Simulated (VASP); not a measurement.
Output of a VASP run:

File OUTCAR:
```
 ion  position               nearest neighbor table
   1  0.000  0.000  0.000-   2 2.15   2 2.15   2 2.15   2 2.15
   2  0.250  0.250  0.250-   1 2.15   1 2.15   1 2.15   1 2.15
  LATTYP: Found a face centered cubic cell.
 ALAT       =     4.9754607370
 Subroutine PRICEL returns:
 Original cell was already a primitive cell.
 Subroutine GETGRP returns: Found 48 space group operations
The static configuration has the point symmetry T_d .
 The point group associated with its full space group is O_h .
The dynamic configuration has the point symmetry T_d .
 Subroutine INISYM returns: Found 48 space group operations
 Subroutine IBZKPT returns following result:
 Found     35 irreducible k-points:

 Following reciprocal coordinates:
            Coordinates               Weight
  0.000000  0.000000  0.000000      1.000000
  0.111111  0.000000  0.000000      8.000000
  0.222222  0.000000  0.000000      8.000000
  0.333333  0.000000  0.000000      8.000000
  0.444444  0.000000  0.000000      8.000000
  0.111111  0.111111  0.000000      6.000000
  0.222222  0.111111  0.000000     24.000000
  0.333333  0.111111  0.000000     24.000000
  0.444444  0.111111  0.000000     24.000000
 -0.444444  0.111111  0.000000     24.000000
 -0.333333  0.111111  0.000000     24.000000
 -0.222222  0.111111  0.000000     24.000000
 -0.111111  0.111111  0.000000     12.000000
  0.222222  0.222222  0.000000      6.000000
  0.333333  0.222222  0.000000     24.000000
  0.444444  0.222222  0.000000     24.000000
 -0.444444  0.222222  0.000000     24.000000
 -0.333333  0.222222  0.000000     24.000000
 -0.222222  0.222222  0.000000     12.000000
  0.333333  0.333333  0.000000      6.000000
  0.444444  0.333333  0.000000     24.000000
 -0.444444  0.333333  0.000000     24.000000
 -0.333333  0.333333  0.000000     12.000000
  0.444444  0.444444  0.000000      6.000000
 -0.444444  0.444444  0.000000     12.000000
  0.333333  0.222222  0.111111     24.000000
  0.444444  0.222222  0.111111     48.000000
 -0.444444  0.222222  0.111111     48.000000
  0.444444  0.333333  0.111111     24.000000
 -0.444444  0.333333  0.111111     48.000000
 -0.333333  0.333333  0.111111     48.000000
 -0.222222  0.333333  0.111111     24.000000
 -0.444444  0.444444  0.111111     24.000000
 -0.333333  0.444444  0.111111     24.000000
 -0.333333  0.444444  0.222222     24.000000
   k-points           NKPTS =     35   k-points in BZ     NKDIM =     35   number of bands    NBANDS=      8
   number of dos      NEDOS =    301   number of ions     NIONS =      2
   total plane-waves  NPLWV =  21952
   dimension x,y,z NGX =    28 NGY =   28 NGZ =   28
   dimension x,y,z NGXF=    56 NGYF=   56 NGZF=   56
   ions per type =               2
   PREC   = accura    normal or accurate (medium, high low for compatibility)
   ISTART =      0    job   : 0-new  1-cont  2-samecut
   ICHARG =      2    charge: 1-file 2-atom 10-const
   ISPIN  =      1    spin polarized calculation?
   LNONCOLLINEAR =      F non collinear calculations
   LSORBIT =      F    spin-orbit coupling
   INIWAV =      1    electr: 0-lowe 1-rand  2-diag
   ENCUT  =  500.0 eV  36.75 Ry    6.06 a.u.   6.41  6.41  6.41*2*pi/ulx,y,z
   NELM   =    100;   NELMIN=  2; NELMDL= -5     # of ELM steps
   EDIFF  = 0.1E-05   stopping-criterion for ELM
   LREAL  =      F    real-space projection
   NLSPLINE    = F    spline interpolate recip. space projectors
   LMAXMIX     =    2 max onsite mixed and CHGCAR
   VOSKOWN=      0    Vosko Wilk Nusair interpolation
   EDIFFG = -.2E-01   stopping-criterion for IOM
   NSW    =     40    number of steps for IOM
   NBLOCK =      1;   KBLOCK =     40    inner block; outer block
   IBRION =      2    ionic relax: 0-MD 1-quasi-New 2-CG
   NFREE  =      1    steps in history (QN), initial steepest desc. (CG)
   ISIF   =      3    stress and relaxation
   ISYM   =      2    0-nonsym 1-usesym 2-fastsym
   TEIN   =    0.0    initial temperature
...
```

### OSZICAR
```
       N       E                     dE             d eps       ncg     rms          rms(c)
DAV:   1     0.310501150069E+01    0.31050E+01   -0.36715E+03   560   0.810E+02
DAV:   2    -0.174842301673E+02   -0.20589E+02   -0.19556E+02   896   0.932E+01
DAV:   3    -0.176939862878E+02   -0.20976E+00   -0.20976E+00   704   0.122E+01
DAV:   4    -0.176946772561E+02   -0.69097E-03   -0.69097E-03   888   0.744E-01
DAV:   5    -0.176946782979E+02   -0.10418E-05   -0.10424E-05   800   0.228E-02    0.816E+00
DAV:   6    -0.165397670051E+02    0.11549E+01   -0.23294E-01   680   0.412E+00    0.605E+00
DAV:   7    -0.177003071146E+02   -0.11605E+01   -0.11176E+00   568   0.565E+00    0.111E+00
DAV:   8    -0.159725260195E+02    0.17278E+01   -0.97159E-01   568   0.594E+00    0.177E+00
DAV:   9    -0.164793291026E+02   -0.50680E+00   -0.45032E-01   576   0.440E+00    0.202E-01
DAV:  10    -0.164894722917E+02   -0.10143E-01   -0.14739E-02   776   0.101E+00    0.114E-01
DAV:  11    -0.164886410069E+02    0.83128E-03   -0.31707E-03   592   0.474E-01    0.939E-02
DAV:  12    -0.164897246688E+02   -0.10837E-02   -0.28800E-04   616   0.179E-01    0.283E-02
DAV:  13    -0.164901965814E+02   -0.47191E-03   -0.84953E-04   576   0.286E-01    0.383E-02
DAV:  14    -0.164903573259E+02   -0.16074E-03   -0.14779E-04   608   0.938E-02    0.261E-02
DAV:  15    -0.164903612076E+02   -0.38817E-05   -0.45073E-06   752   0.269E-02    0.111E-02
DAV:  16    -0.164903597315E+02    0.14761E-05   -0.19749E-06   576   0.183E-02    0.582E-03
DAV:  17    -0.164903616019E+02   -0.18704E-05   -0.72052E-07   360   0.113E-02    0.493E-03
DAV:  18    -0.164903617792E+02   -0.17722E-06   -0.69646E-07   304   0.705E-03
   1 F= -.78418407E+01 E0= -.78418346E+01  d E =-.784184E+01
```

**OUTCAR**
```
------------------------ aborting loop because EDIFF is reached ----------------------------------------
  FORCE on cell =-STRESS in cart. coord.  units (eV):
  Direction    XX          YY          ZZ          XY          YZ          ZX
  --------------------------------------------------------------------------------------
  Total        8.6250337      8.6250337      8.6250337     -0.0000000      0.0000000      0.0000000
  in kB      448.7779043    448.7779043    448.7779043     -0.0000000      0.0000000      0.0000000
  external PRESSURE =      -1.2220957 kB  Pullay stress =     450.0000000 kB
  volume of cell :       30.79
      direct lattice vectors                 reciprocal lattice vectors
     0.000000000  2.487730368  2.487730368    -0.200986412  0.200986412  0.200986412
     2.487730368  0.000000000  2.487730368     0.200986412 -0.200986412  0.200986412
     2.487730368  2.487730368  0.000000000     0.200986412  0.200986412 -0.200986412
 POSITION                                       TOTAL-FORCE (eV/Angst)
 -----------------------------------------------------------------------------------
      0.00000      0.00000      0.00000         0.000000      0.000000      0.000000
      1.24387      1.24387      1.24387        -0.000000     -0.000000     -0.000000
 -----------------------------------------------------------------------------------
    total drift:                                0.000000      0.000000     -0.000000
  FREE ENERGIE OF THE ION-ELECTRON SYSTEM (eV)
  ---------------------------------------------------
  free  energy   TOTEN  =       -16.4903617792 eV

  energy  without entropy=      -16.4903497608  energy(sigma->0) =      -16.49035577
  enthalpy is  TOTEN    =        -7.8418406588 eV   P V=        8.6485211204

 reached required accuracy - stopping structural energy minimisation
```
(Selected blocks of OUTCAR.)

POSCAR:
```
Si
1
    0.0000000000     2.4877303685     2.4877303685
    2.4877303685     0.0000000000     2.4877303685
    2.4877303685     2.4877303685    -0.0000000000
Si
2
Direct
  0.0000000000   0.0000000000   0.0000000000
  0.2500000000   0.2500000000   0.2500000000
```

### Question
Write an INCAR and KPOINTS that could have produced this output.

### Answer
Several could match; the one computed here: the input of the run itself, r2SCAN meta-GGA, plane waves, VASP's PBE PAW potentials (set 64).

File KPOINTS:
```
Automatic
0
gamma
 9 9 9
0 0 0
```

INCAR:
```
! general
SYSTEM  = Si
PREC    = Accurate
ENCUT   = 500
LREAL   = .False.
LASPH   = .True.

! electronic loop
EDIFF   = 1E-6
NELM    = 100
ALGO    = Normal
LMIXTAU = .True.

! smearing
ISMEAR  = 0
SIGMA   = 0.05

! functional
METAGGA = R2SCAN

! ions
IBRION  = 2
NSW     = 40
ISIF    = 3
EDIFFG  = -0.02
PSTRESS = 450

! output
LWAVE   = .False.
LCHARG  = .False.
```

POTCAR, in this order: Si (PBE.64 set). Program: vasp_std.

The compound is Si in the diamond structure. It was relaxed first under an external pressure of 45 GPa.
